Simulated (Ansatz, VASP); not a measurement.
# Cu (Cu(110)): VASP beside Ansatz, part 2 of 2

Wanted: the spread between two codes on one cell, functional and k mesh.

VASP 6.6.1 and Ansatz 0.2.0.

So far: The structure; VASP: single point, PBEsol; Ansatz: single point, PBEsol.

## Step 4: Side by side

Known differences besides the potentials themselves: the data sets hold 133 valence electrons in Ansatz (default PAW (the set named soft_2) files) and 77 in VASP; the cutoff is 420 eV in Ansatz and 360 eV in VASP (PREC = Normal); Ansatz makes its cores anew for this functional, VASP keeps those of its PBE data sets; VASP leaves aspherical gradient terms in its spheres out (LASPH is not set), Ansatz keeps them. Total energies have different zeros and are not compared.

The two programs side by side:

```
                                   quantity  Ansatz  VASP  difference
 work function, lower of the two faces (eV)    4.36  4.33       +0.03
work function, higher of the two faces (eV)    4.36  4.33       +0.03
```

Forces (eV/Å; atoms numbered as in POSCAR):

```
atom        Ansatz x, y, z          VASP x, y, z
 Cu1   0.000, 0.000, 0.717   0.000, 0.000, 0.673
 Cu2  0.000, 0.000, -0.264  0.000, 0.000, -0.271
 Cu3   0.000, 0.000, 0.016   0.000, 0.000, 0.008
 Cu4   0.000, 0.000, 0.000   0.000, 0.000, 0.000
 Cu5  0.000, 0.000, -0.016  0.000, 0.000, -0.008
 Cu6   0.000, 0.000, 0.264   0.000, 0.000, 0.271
 Cu7  0.000, 0.000, -0.717  0.000, 0.000, -0.673
```

The forces differ by 14 meV/Å r.m.s., which is 6.2 % of the r.m.s. force of 0.22 eV/Å (both taken over all components). VASP's log warns that it found no field-free region in the vacuum, so its work functions are uncertain.

## Step 5: What the set-up changes

Further runs change the set-up of one program: Ansatz's method, potentials or start, or VASP's data sets, cutoff or form of LDA. The table gives Ansatz less VASP for each quantity, since a change that brings one quantity closer may part another.

```
                                        run  r.m.s. force difference (meV/Å)  work function, lower of the two faces (eV)  work function, higher of the two faces (eV)
                                   as above                               14                                       0.029                                        0.029
                       cores kept as stored                               13                                       0.029                                        0.029
   Ansatz's larger PAW set (cutoff 1050 eV)                               14                                       0.027                                        0.028
norm-conserving potentials (cutoff 1252 eV)                               20                                       0.045                                        0.046
```

## Step 6: Ansatz: single point, LDA

A single point gives forces, pressure and levels at one fixed geometry, so differences don't come from the geometry; what else differs is listed under the comparison. The cell compared in this pair holds 236.44 Å³, against 291.73 Å³ for the pair before.

input.yaml

```yaml
crystal:
  lattice:
    - [3.61, 0.0, 0.0]
    - [0.0, 2.5526554801, 0.0]
    - [0.0, 0.0, 25.6579664403]
  atoms:
    - { symbol: Cu, position: [0.0, 0.0, 0.3507682505] }
    - { symbol: Cu, position: [0.5, 0.5, 0.400512167] }
    - { symbol: Cu, position: [0.0, 0.0, 0.4502560835] }
    - { symbol: Cu, position: [0.5, 0.5, 0.5] }
    - { symbol: Cu, position: [0.0, 0.0, 0.5497439165] }
    - { symbol: Cu, position: [0.5, 0.5, 0.599487833] }
    - { symbol: Cu, position: [0.0, 0.0, 0.6492317495] }
hamiltonian:
  xc: lda
  pseudopotentials: { kind: paw }
kpoints:
  mp_grid: { grid: [7, 10, 1] }
scf:
  occupations: { method: methfessel_paxton, width: 0.1 }
  n_extra_bands: 5
efield:
  axis: 3
  dipole_correction: true
  ramp_width: 0.04
output:
  forces: true
  eigenvalues: true
```

Command:

```console
$ ansatz run input.yaml --threads 4 --pin off --max-ram 9216MiB --backend cpu --events-out ev --progress --plain --runs-dir out
```

Numbers of over 12 decimals in the logs are rounded to 6 here.

The log of the run:

```text
[...]
Crystal: 7 atoms, lattice volume = 236.440 Å³
Basis set: ecut = 420 eV, 4649 PW (Γ)
Bands: 72, of which v1, the nominal top of the filled ones, is band 67 counted from 1 (66 counted from 0)
Symmetry: 4 space group operations
k-points: 24 of 70
[...]
k-point 0: bands = [... 63 lower, 1.1781, 1.2859, 1.3277, 1.6393, 3.0321, 4.9709, 5.0524, 6.7671, ... 1 higher]
  k-point 1: bands = [... 63 lower, 1.1439, 1.1880, 1.3140, 1.7442, 3.2416, 5.2873, 5.4745, 7.0655, ... 1 higher]
  k-point 2: bands = [... 63 lower, 1.1536, 1.2753, 1.2831, 2.0442, 3.8333, 5.9409, 6.7267, 7.7165, ... 1 higher]
  k-point 23: bands = [... 63 lower, 2.6183, 2.7297, 4.1872, 4.3926, 6.0563, 6.3518, 6.8155, 6.8645, ... 1 higher]
[key lines of the parts left out:]
SCF converged after 11 iterations
Free energy (F): -45887.250912 eV
Fermi energy:    2.748661 eV
Dipole field:    D = 0.000001 V/Å  (p = 0.000001 e·Å, saw-weighted, corrected)
Work function:   Φ+ = 4.6061 eV   Φ− = 4.6061 eV
```

It took 12 s on 4 threads of Arm Neoverse V2, shared host; peak memory 0.77 GiB; 46 s of CPU time.

## Step 7: VASP: single point, LDA

The same cell, functional (in two slightly different forms), mesh and smearing now go to VASP, with its own data sets and cutoff.

INCAR

```
SYSTEM = Cu
PREC = Normal
ENCUT = 360
EDIFF = 1E-06
NELM = 120
ISMEAR = 1
SIGMA = 0.1
LREAL = .FALSE.
ALGO = Normal
GGA = CA
NBANDS = 47
LORBIT = 11
LWAVE = .FALSE.
LCHARG = .FALSE.
KPAR = 4
IDIPOL = 3
LDIPOL = .TRUE.
DIPOL = 0.5 0.5 0.5
LVHAR = .TRUE.
LVACPOTAV = .TRUE.
```

POSCAR

```
Cu
1.0
    3.6100000000      0.0000000000      0.0000000000
    0.0000000000      2.5526554801      0.0000000000
    0.0000000000      0.0000000000     25.6579664403
Cu
7
Direct
    0.0000000000      0.0000000000      0.3507682505
    0.5000000000      0.5000000000      0.4005121670
    0.0000000000      0.0000000000      0.4502560835
    0.5000000000      0.5000000000      0.5000000000
    0.0000000000      0.0000000000      0.5497439165
    0.5000000000      0.5000000000      0.5994878330
    0.0000000000      0.0000000000      0.6492317495
```

KPOINTS

```
Automatic mesh
0
Gamma
7 10 1
0 0 0
```

PAW data sets: Cu (PBE family, release 64).

Command:

```console
$ mpirun -np 4 vasp_std
```

The log of the run:

```text
[banner, memory and clock lines left out]
running    4 mpi-ranks, on    1 nodes
[...]
[... a notice as in an earlier step ...]

 LDA part: xc-table for (Slater(with rela. corr.)+CA(PZ))
 , standard interpolation
 POSCAR, INCAR and KPOINTS ok, starting setup
[...]
entering main loop
       N       E                     dE             d eps       ncg     rms          rms(c)
DAV:   1     0.618328443069E+03    0.61833E+03   -0.27049E+04  2256   0.157E+03
DAV:   2     0.224904403980E+02   -0.59584E+03   -0.57763E+03  2263   0.376E+02
DAV:   3    -0.357299915083E+02   -0.58220E+02   -0.54580E+02  2417   0.175E+02
DAV:   4    -0.378296573327E+02   -0.20997E+01   -0.20767E+01  2530   0.420E+01
[...]
DAV:  24    -0.304388942781E+02   -0.14866E-05   -0.24475E-07  1493   0.100E-02    0.276E-04
DAV:  25    -0.304388956319E+02   -0.13538E-05   -0.10487E-07  1451   0.342E-03    0.646E-04
DAV:  26    -0.304388962773E+02   -0.64541E-06   -0.74010E-08  1418   0.636E-03
 [... a notice as in an earlier step ...]

   1 F= -.30438896E+02 E0= -.30438982E+02  d E =0.257245E-03
```

From OUTCAR (step 7):

```text
  Total       -8.3036407     -7.1656070     -6.3596767      0.0000000      0.0000000      0.0000000
  in kB      -56.2674836    -48.5558911    -43.0947122      0.0000000      0.0000000      0.0000000
  external PRESSURE =     -49.3060289 kB  Pullay stress =       0.0000000 kB

 POSITION                                       TOTAL-FORCE (eV/Angst)
 -----------------------------------------------------------------------------------
      0.00000      0.00000      9.00000         0.000000     -0.000000      0.965914
      1.80500      1.27633     10.27633        -0.000000     -0.000000     -0.195147
      0.00000      0.00000     11.55266        -0.000000      0.000000      0.023156
      1.80500      1.27633     12.82898        -0.000000     -0.000000     -0.000000
      0.00000      0.00000     14.10531         0.000000     -0.000000     -0.023156
      1.80500      1.27633     15.38164        -0.000000     -0.000000      0.195147
      0.00000      0.00000     16.65797         0.000000     -0.000000     -0.965914
 -----------------------------------------------------------------------------------
    total drift:                                0.000000      0.000000     -0.000000

  FREE ENERGIE OF THE ION-ELECTRON SYSTEM (eV)
  ---------------------------------------------------
  free  energy   TOTEN  =       -30.4388962773 eV

  energy  without entropy=      -30.4391535224  energy(sigma->0) =      -30.43898203

[... 1 part as in an earlier step ...]

[... 2 further parts left out ...]
[key lines of the parts left out:]
E-fermi :  -0.4456
```

## Step 8: Side by side

What differs besides the data sets and the points named for the pairs above, as far as they apply: the two LDA forms differ slightly; VASP's log shows a relativistic correction to its local exchange, Ansatz's none. Total energies have different zeros and are not compared.

Both answers:

```
                                   quantity  Ansatz  VASP  difference
 work function, lower of the two faces (eV)    4.61  4.57       +0.04
work function, higher of the two faces (eV)    4.61  4.57       +0.04
```

Forces (eV/Å; atoms numbered as in POSCAR):

```
atom        Ansatz x, y, z          VASP x, y, z
 Cu1   0.000, 0.000, 1.002   0.000, 0.000, 0.966
 Cu2  0.000, 0.000, -0.200  0.000, 0.000, -0.195
 Cu3   0.000, 0.000, 0.017   0.000, 0.000, 0.023
 Cu4   0.000, 0.000, 0.000   0.000, 0.000, 0.000
 Cu5  0.000, 0.000, -0.018  0.000, 0.000, -0.023
 Cu6   0.000, 0.000, 0.200   0.000, 0.000, 0.195
 Cu7  0.000, 0.000, -1.002  0.000, 0.000, -0.966
```

The forces differ by 11 meV/Å r.m.s., which is 3.7 % of the r.m.s. force of 0.30 eV/Å (both taken over all components). VASP's log warns that it found no field-free region in the vacuum, so its work functions are uncertain.

## Step 9: VASP: single point, RPBE

A single point gives forces, pressure and levels at one fixed geometry, so differences don't come from the geometry; what else differs is listed under the comparison.

Edit INCAR of step 7 so:

```diff
@@ -9,3 +9,3 @@
 ALGO = Normal
-GGA = CA
+GGA = RP
 NBANDS = 47
```

POSCAR is that of step 7.

KPOINTS is that of step 7.

Command:

```console
$ mpirun -np 4 vasp_std
```

The log of the run:

```text
[banner, memory and clock lines left out]
running    4 mpi-ranks, on    1 nodes
[...]
[... a notice as in an earlier step ...]

 LDA part: xc-table for (Slater+PW92), standard interpolation
 POSCAR, INCAR and KPOINTS ok, starting setup
[...]
entering main loop
       N       E                     dE             d eps       ncg     rms          rms(c)
DAV:   1     0.618194493862E+03    0.61819E+03   -0.27098E+04  2256   0.157E+03
DAV:   2     0.313708343924E+02   -0.58682E+03   -0.56823E+03  2263   0.375E+02
DAV:   3    -0.242008935774E+02   -0.55572E+02   -0.52321E+02  2459   0.171E+02
DAV:   4    -0.260996069815E+02   -0.18987E+01   -0.18831E+01  2529   0.403E+01
[...]
DAV:  21    -0.212124698678E+02   -0.44664E-05   -0.34967E-06  2076   0.399E-02    0.227E-03
DAV:  22    -0.212124728600E+02   -0.29922E-05   -0.56574E-07  1509   0.140E-02    0.148E-03
DAV:  23    -0.212124735465E+02   -0.68654E-06   -0.32966E-07  1514   0.101E-02
 [... a notice as in an earlier step ...]

   1 F= -.21212474E+02 E0= -.21212511E+02  d E =0.112546E-03
```

From OUTCAR (step 9):

```text
  Total        0.7789669      2.6427875      1.4881609      0.0000000      0.0000000      0.0000000
  in kB        5.2784688     17.9081693     10.0841393      0.0000000      0.0000000      0.0000000
  external PRESSURE =      11.0902591 kB  Pullay stress =       0.0000000 kB

 POSITION                                       TOTAL-FORCE (eV/Angst)
 -----------------------------------------------------------------------------------
      0.00000      0.00000      9.00000        -0.000000      0.000000      0.089899
      1.80500      1.27633     10.27633         0.000000      0.000000     -0.406206
      0.00000      0.00000     11.55266         0.000000      0.000000      0.021302
      1.80500      1.27633     12.82898         0.000000      0.000000     -0.000000
      0.00000      0.00000     14.10531         0.000000      0.000000     -0.021302
      1.80500      1.27633     15.38164         0.000000      0.000000      0.406206
      0.00000      0.00000     16.65797         0.000000      0.000000     -0.089899
 -----------------------------------------------------------------------------------
    total drift:                                0.000000      0.000000     -0.000000

  FREE ENERGIE OF THE ION-ELECTRON SYSTEM (eV)
  ---------------------------------------------------
  free  energy   TOTEN  =       -21.2124735465 eV

  energy  without entropy=      -21.2125860924  energy(sigma->0) =      -21.21251106

[... 2 parts as in an earlier step ...]

[... 1 further part left out ...]
[key lines of the parts left out:]
E-fermi :   0.1011
```

## Step 10: Ansatz: single point, RPBE

The same cell, functional, mesh and smearing now go to Ansatz, which takes its cutoff from its data sets.

Edit input.yaml of step 6 so:

```diff
@@ -14,3 +14,3 @@
 hamiltonian:
-  xc: lda
+  xc: rpbe
   pseudopotentials: { kind: paw }
@@ -28 +28,5 @@
   eigenvalues: true
+  write_density: true
+  write_potential: true
+  elf: true
+  volumetric_format: npy
```

Command:

```console
$ ansatz run input.yaml --threads 4 --pin off --max-ram 9216MiB --backend cpu --events-out ev --progress --plain --runs-dir out
```

The log of the run:

```text
[...]
Crystal: 7 atoms, lattice volume = 236.440 Å³
Basis set: ecut = 420 eV, 4649 PW (Γ), exchange–correlation on 50×36×360 points (8 copies of the dense FFT grid, shifted against one another)
Bands: 72, of which v1, the nominal top of the filled ones, is band 67 counted from 1 (66 counted from 0)
Symmetry: 4 space group operations
k-points: 24 of 70
[...]
k-point 0: bands = [... 63 lower, 1.7426, 1.8605, 1.9022, 2.2029, 3.5850, 5.5258, 5.5396, 6.9193, ... 1 higher]
  k-point 1: bands = [... 63 lower, 1.7201, 1.7633, 1.8891, 2.3086, 3.7951, 5.7590, 6.0432, 7.1445, ... 1 higher]
  k-point 2: bands = [... 63 lower, 1.7212, 1.8513, 1.8594, 2.6105, 4.3889, 6.4134, 7.2960, 7.8066, ... 1 higher]
  k-point 23: bands = [... 63 lower, 3.1478, 3.2658, 4.7235, 4.9393, 6.6038, 6.9173, 7.4338, 7.4786, ... 1 higher]
[key lines of the parts left out:]
SCF converged after 10 iterations
Free energy (F): -46410.935242 eV
Fermi energy:    3.299816 eV
Dipole field:    D = 0.000000 V/Å  (p = 0.000001 e·Å, saw-weighted, corrected)
Work function:   Φ+ = 4.0762 eV   Φ− = 4.0762 eV
```

It took 17 s on 4 threads; peak memory 0.83 GiB.

## Step 11: Comparison

Both answers:

```
                                   quantity  Ansatz  VASP  difference
 work function, lower of the two faces (eV)    4.08  4.04       +0.04
work function, higher of the two faces (eV)    4.08  4.04       +0.04
```

Forces (eV/Å; atoms numbered as in POSCAR):

```
atom        Ansatz x, y, z          VASP x, y, z
 Cu1   0.000, 0.000, 0.106   0.000, 0.000, 0.090
 Cu2  0.000, 0.000, -0.413  0.000, 0.000, -0.406
 Cu3   0.000, 0.000, 0.013   0.000, 0.000, 0.021
 Cu4   0.000, 0.000, 0.000   0.000, 0.000, 0.000
 Cu5  0.000, 0.000, -0.013  0.000, 0.000, -0.021
 Cu6   0.000, 0.000, 0.413   0.000, 0.000, 0.406
 Cu7  0.000, 0.000, -0.106  0.000, 0.000, -0.090
```

The forces differ by 6.0 meV/Å r.m.s., which is 4.6 % of the r.m.s. force of 0.13 eV/Å (both taken over all components). VASP's log warns that it found no field-free region in the vacuum, so its work functions are uncertain.

## Step 12: Outcome

```json
{
 "r.m.s. force difference (single point, PBEsol)": "6.2 % of the r.m.s. force",
 "r.m.s. force difference (single point, LDA)": "3.7 % of the r.m.s. force",
 "r.m.s. force difference (single point, RPBE)": "6.0 meV/Å"
}
```

**Reading.** The r.m.s. force difference is 6.2 % of the r.m.s. force (single point, PBEsol), beyond the 3 % picked in this series as the mark of a large difference. Single point, PBEsol, norm-conserving potentials (cutoff 1252 eV): r.m.s. force difference goes from 14 to 20 meV/Å; the difference in work function, lower of the two faces goes from 0.029 to 0.045 eV; the difference in work function, higher of the two faces goes from 0.029 to 0.046 eV. 1 further run of this series is not shown here. Such differences can come from data sets, numerical settings and the points named under the comparisons, not from the functional's error against experiment.

[Lines on the potential files, build, host, timing and source positions are cut from VASP's logs without a mark.]

[Logs are printed without paths, hosts, clocks, repeated set-up lines and the standing remarks that a program may print on its own settings, such as how far it seeks lower states.]

[Hosts, paths, dates, database ids (printed as entryN), source tags and the programs' standing remarks are cut or masked in the printed files.]
